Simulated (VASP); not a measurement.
Output of a VASP run:

OSZICAR:
```
...
DAV:   3    -0.160392000276E+02   -0.12929E+01   -0.12521E+01  1171   0.414E+01
DAV:   4    -0.160667573116E+02   -0.27557E-01   -0.27538E-01  1337   0.539E+00
DAV:   5    -0.160673414028E+02   -0.58409E-03   -0.58407E-03  1251   0.678E-01    0.133E+01
DAV:   6    -0.183810098647E+02   -0.23137E+01   -0.75755E+01  1175   0.141E+02    0.190E+01
DAV:   7    -0.142256847375E+02    0.41553E+01   -0.38875E+01  1179   0.887E+01    0.253E+00
DAV:   8    -0.141886807190E+02    0.37004E-01   -0.22146E-01  1180   0.582E+00    0.147E+00
DAV:   9    -0.141711376523E+02    0.17543E-01   -0.44913E-02  1255   0.320E+00    0.389E-01
DAV:  10    -0.141705419884E+02    0.59566E-03   -0.74459E-04  1150   0.345E-01    0.156E-01
DAV:  11    -0.141705101834E+02    0.31805E-04   -0.38940E-05  1309   0.668E-02    0.149E-02
DAV:  12    -0.141705083962E+02    0.17872E-05   -0.35723E-06  1074   0.241E-02    0.642E-03
DAV:  13    -0.141705081991E+02    0.19712E-06   -0.10303E-06   545   0.120E-02
   1 F= -.14170508E+02 E0= -.14170437E+02  d E =-.141705E+02
       N       E                     dE             d eps       ncg     rms          rms(c)
DAV:   1    -0.188516338125E+02   -0.46811E+01   -0.89458E+01  1068   0.191E+02    0.226E+01
DAV:   2    -0.202794743358E+02   -0.14278E+01   -0.12853E+02  1109   0.201E+02    0.207E+01
DAV:   3    -0.143375586428E+02    0.59419E+01   -0.58800E+01  1123   0.120E+02    0.509E+00
DAV:   4    -0.142280491167E+02    0.10951E+00   -0.55959E-01  1327   0.100E+01    0.354E+00
DAV:   5    -0.141729746674E+02    0.55074E-01   -0.16302E-01  1356   0.617E+00    0.965E-01
DAV:   6    -0.141717367797E+02    0.12379E-02   -0.37830E-03  1136   0.833E-01    0.222E-01
DAV:   7    -0.141717659480E+02   -0.29168E-04   -0.85188E-05  1337   0.894E-02    0.492E-02
DAV:   8    -0.141717567950E+02    0.91531E-05   -0.70708E-05  1299   0.144E-01    0.108E-02
DAV:   9    -0.141717568392E+02   -0.44220E-07   -0.59715E-07   549   0.942E-03
   2 F= -.14171757E+02 E0= -.14171603E+02  d E =-.124864E-02
       N       E                     dE             d eps       ncg     rms          rms(c)
DAV:   1    -0.155122495723E+02   -0.13405E+01   -0.23550E+01  1048   0.104E+02    0.102E+01
DAV:   2    -0.168136619728E+02   -0.13014E+01   -0.50349E+01  1327   0.116E+02    0.132E+01
DAV:   3    -0.143279697378E+02    0.24857E+01   -0.15179E+01  1279   0.692E+01    0.183E+00
DAV:   4    -0.143206418359E+02    0.73279E-02   -0.77054E-02  1121   0.322E+00    0.140E+00
DAV:   5    -0.143085075796E+02    0.12134E-01   -0.15097E-02  1222   0.113E+00    0.196E-01
DAV:   6    -0.143085601584E+02   -0.52579E-04   -0.17444E-04  1089   0.135E-01    0.851E-02
DAV:   7    -0.143085625913E+02   -0.24330E-05   -0.12243E-04  1212   0.204E-01    0.559E-03
DAV:   8    -0.143085625330E+02    0.58353E-07   -0.12238E-06   590   0.183E-02
   3 F= -.14308563E+02 E0= -.14308497E+02  d E =-.138054E+00
       N       E                     dE             d eps       ncg     rms          rms(c)
DAV:   1    -0.143091548099E+02   -0.59222E-03   -0.10524E-02  1054   0.215E+00    0.220E-01
DAV:   2    -0.143096733093E+02   -0.51850E-03   -0.20522E-02  1190   0.244E+00    0.269E-01
DAV:   3    -0.143086086786E+02    0.10646E-02   -0.77917E-03  1197   0.152E+00    0.267E-02
DAV:   4    -0.143085976565E+02    0.11022E-04   -0.33813E-05  1055   0.621E-02    0.444E-03
DAV:   5    -0.143085975681E+02    0.88378E-07   -0.10692E-06   580   0.160E-02
   4 F= -.14308598E+02 E0= -.14308531E+02  d E =-.138089E+00
```

**OUTCAR**
```
------------------------ aborting loop because EDIFF is reached ----------------------------------------
  FORCE on cell =-STRESS in cart. coord.  units (eV):
  Direction    XX          YY          ZZ          XY          YZ          ZX
  --------------------------------------------------------------------------------------
  Total        0.0144810      0.0144810      0.0144810     -0.0000000     -0.0000000     -0.0000000
  in kB        1.0426056      1.0426056      1.0426056     -0.0000000     -0.0000000     -0.0000000
  external PRESSURE =       1.0426056 kB  Pullay stress =       0.0000000 kB
  volume of cell :       22.25
      direct lattice vectors                 reciprocal lattice vectors
     2.812742157 -0.000000000 -0.000000000     0.355524945  0.000000000  0.000000000
    -0.000000000  2.812742157  0.000000000     0.000000000  0.355524945  0.000000000
    -0.000000000 -0.000000000  2.812742157     0.000000000 -0.000000000  0.355524945
 POSITION                                       TOTAL-FORCE (eV/Angst)
 -----------------------------------------------------------------------------------
      1.40637      1.40637      1.40637        -0.000000     -0.000000      0.000000
      0.00000      0.00000      0.00000         0.000000      0.000000      0.000000
 -----------------------------------------------------------------------------------
    total drift:                               -0.000000      0.000000      0.000000
  FREE ENERGIE OF THE ION-ELECTRON SYSTEM (eV)
  ---------------------------------------------------
  free  energy   TOTEN  =       -14.3085975681 eV

  energy  without entropy=      -14.3083990581  energy(sigma->0) =      -14.30853140

 reached required accuracy - stopping structural energy minimisation
```
(Selected blocks of OUTCAR.)

**POSCAR**
```
FeAl
1
    2.9100000000     0.0000000000     0.0000000000
    0.0000000000     2.9100000000     0.0000000000
    0.0000000000     0.0000000000     2.9100000000
Al Fe
1 1
Direct
  0.5000000000   0.5000000000   0.5000000000
  0.0000000000   0.0000000000   0.0000000000
```

**Question.** Reconstruct the remaining input files.

**Answer.** One answer among several that fit: the input of the run itself, LDA (Ceperley-Alder, Perdew-Zunger), plane waves, VASP's LDA PAW potentials (set 64).

**KPOINTS**
```
Automatic mesh
0
Gamma
11 11 11
0 0 0
```

INCAR:
```
# general
SYSTEM  = FeAl
PREC    = Accurate
ENCUT   = 520
LREAL   = .False.
LASPH   = .True.

# electronic loop
EDIFF   = 1E-6
NELM    = 100
ALGO    = Normal
LMAXMIX = 4

# smearing
ISMEAR  = 1
SIGMA   = 0.1

# ions
IBRION  = 2
NSW     = 60
ISIF    = 3
EDIFFG  = -0.01

# output
LWAVE   = .False.
LCHARG  = .False.
```

POTCAR, in this order: Al Fe (LDA.64 set). Program: vasp_std.

Energy and stress use the plane-wave basis of the starting cell.

The compound is FeAl in the CsCl type structure. This run relaxes it. Symmetry was kept, so distortions that lower it aren't found. The run is not spin-polarised, so no magnetic state was tried. The electron count is odd and the run is not spin-polarised, which forces a metal.
